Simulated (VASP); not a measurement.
```
CaI2
1.0
    4.52897     0.00000     0.00000
   -2.26449     3.92220     0.00000
    0.00000     0.00000     7.20983
Ca I
1 2
Direct
  0.00000   0.00000   0.00000
  0.33333   0.66667   0.24430
  0.66667   0.33333   0.75570
```

Level of theory: PBEsol GGA, VASP's PBE PAW potentials (set 64) (plane waves; VASP). Settings: 300 eV cut-off, 5×5×3 Γ-centred mesh, Gaussian smearing of 0.010 eV, potentials Ca_sv I.

At this cut-off the stress carries a Pulay error, which pulls relaxed volumes low.

### Question
Which forces act on the atoms, in eV/Å?

### Answer

```tsv
atom	Fx	Fy	Fz
Ca1	0.000	0.000	0.000
I2	0.000	0.000	-0.128
I3	0.000	0.000	0.128
```

### Question
Give the stress tensor in GPa (positive for a compressed cell).

### Answer

```
-1.01   0.00   0.00
 0.00  -1.01   0.00
 0.00   0.00  -0.74
```
The pressure is its mean diagonal, -0.92 GPa.

The structure comes from a computed database's CaI2 entry (P-3m1); how it stands against other phases isn't given here. The cell was not relaxed at this level.
